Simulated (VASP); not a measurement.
An input for Ansatz (written as the equivalent of a VASP run, and not itself run):

Ansatz 0.2 input:
```yaml
crystal:
  lattice:
    - [4.3603557, 0.0000000, 0.0000000]
    - [0.0000000, 4.3603557, 0.0000000]
    - [0.0000000, 0.0000000, 6.1602670]
  atoms:
    - { symbol: Sn, position: [0.5000000, 0.5000000, 0.5000000] }
    - { symbol: Te, position: [0.5000000, 0.5000000, 0.0000000] }
    - { symbol: Pb, position: [0.0000000, 0.0000000, 0.0000000] }
    - { symbol: Se, position: [0.0000000, 0.0000000, 0.5000000] }
kpoints:
  mp_grid: { grid: [5, 5, 4] }
hamiltonian:
  xc: lda
  pseudopotentials: { kind: paw }
scf:
  occupations: { method: gaussian, width: 0.05 }
  max_iter: 100
relax:
  max_steps: 60
  f_tol: 0.02
  cell: {}
output: { forces: true, stress: true, eigenvalues: true }
```

Q: Translate this input to VASP (INCAR, KPOINTS, POSCAR, choice of POTCAR).

A: This is not unique; one that fits is 
**KPOINTS**
```
Automatic mesh
0
Gamma
5 5 4
0 0 0
```

File POSCAR:
```
SnTePbSe
1
    4.3603557170     0.0000000000    -0.0000000000
    0.0000000000     4.3603557170     0.0000000000
    0.0000000000     0.0000000000     6.1602669744
Sn Te Pb Se
1 1 1 1
Direct
  0.5000000000   0.5000000000   0.5000000000
  0.5000000000   0.5000000000   0.0000000000
  0.0000000000   0.0000000000   0.0000000000
  0.0000000000   0.0000000000   0.5000000000
```

### INCAR
```
SYSTEM=SnTePbSe
PREC=Accurate; ENCUT=400; LREAL=.False.
LASPH=.True.
EDIFF=1E-6; NELM=100; ALGO=Normal
LMAXMIX=4
ISMEAR=0; SIGMA=0.05
IBRION=2; NSW=60; ISIF=3
EDIFFG=-0.02
LWAVE=.False.; LCHARG=.False.
```

POTCAR, in this order: Sn_d Te Pb_d Se (LDA.64 set). Program: vasp_std.

What does not carry over: each code has its own PAW files, so the cut-off isn't converted (ENCUT is set for VASP's; basis.ecutwfc is left out, and Ansatz then takes the one that its files recommend); Ansatz stops its SCF on the density residual and VASP on the energy change (EDIFF); Ansatz's lda is the Perdew-Wang form, while the LDA potentials of VASP carry Perdew-Zunger's.

The structure comes from a computed database's SnTePbSe entry (P4/mmm); how it stands against other phases isn't given here. This run relaxes it. Symmetry was kept, so distortions that lower it aren't found. The start is the result of an earlier pass.
